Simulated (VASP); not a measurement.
Data:

```
CELL_PARAMETERS angstrom
      0.00000     2.71550     2.71550
      2.71550     0.00000     2.71550
      2.71550     2.71550     0.00000
ATOMIC_POSITIONS crystal
  Si 0.00000 0.00000 0.00000
  Si 0.25000 0.25000 0.25000
```

Method: r2SCAN+rVV10, VASP's PBE PAW potentials (set 64) (plane waves; VASP 6.6.1). Settings: 520 eV cut-off, 8×8×8 Γ-centred mesh, Gaussian smearing of 0.050 eV, potentials Si.

Problem. Estimate the energy per atom (σ→0).

Solution. 
| Property | Result |
|---|---|
| energy per atom (σ→0) | -8.701 eV/atom |

The absolute energy has meaning only against runs of the same code, potentials and settings.

The compound is Si in the diamond structure. The cell was not relaxed at this level.
